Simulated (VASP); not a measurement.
Input of a VASP 6.6.1 run:

The input INCAR:

```
SYSTEM = NiMoIrPdW
ALGO = Normal
EDIFF = 1E-7
EDIFFG = -0.005
ENCUT = 600
GGA = PE
IBRION = 2
ISIF = 3
ISMEAR = -1
ISPIN = 2
KPAR = 4
LASPH = .True.
LCHARG = .False.
LMAXMIX = 4
LORBIT = 11
LREAL = .False.
LWAVE = .False.
MAGMOM = 1 1 0 0.6 0
NELM = 150
NSW = 60
PREC = Accurate
SIGMA = 0.05
```

Contents of KPOINTS:

```
k-points
0
Gamma
  7 7 5
  0 0 0
```

Contents of POSCAR:

```
NiMoIrPdW
1.0
    4.1467000000      0.0000000000      0.0000000000
   -2.0733500000      3.5911500000      0.0000000000
    0.0000000000      0.0000000000      5.4162900000
Ni Mo Pd Ir W
1 1 1 1 1
Direct
    0.0000000000      0.0000000000      0.0222100000
    0.6666700000      0.3333300000      0.4599600000
    0.3333300000      0.6666700000      0.7460100000
    0.3333300000      0.6666700000      0.2564100000
    0.6666700000      0.3333300000      0.9998500000
```

Potentials or basis: VASP PAW PBE potentials, release 64 (Ni, Mo_sv, Pd, Ir, W_sv).

Launch:

```console
$ cat potpaw_PBE.64/Ni/POTCAR potpaw_PBE.64/Mo_sv/POTCAR potpaw_PBE.64/Pd/POTCAR potpaw_PBE.64/Ir/POTCAR potpaw_PBE.64/W_sv/POTCAR > POTCAR
$ mpirun -np 4 vasp_std > vasp.out
```

**Question.** Estimate the relaxed cell.

**Answer.** a = 4.149 Å, b = 4.149 Å, c = 5.406 Å, α = 90.00°, β = 90.00°, γ = 120.00°.

**Question.** What does it give for the relaxed volume?

**Answer.** 16.12 Å³/atom.

Final structure:
```xyz
5
Lattice="4.1491 0.0000 0.0000 -2.0746 3.5933 0.0000 0.0000 0.0000 5.4055" Properties=species:S:1:pos:R:3 pbc="T T T"
Ni    4.1491    0.0000    0.1259
Mo    2.0746    1.1978    2.4984
Pd    0.0000    2.3955    4.0304
Ir    0.0000    2.3955    1.3782
W     2.0746    1.1978    5.3968
```

Spin-orbit coupling is left out, which matters for the levels of Ir, W.
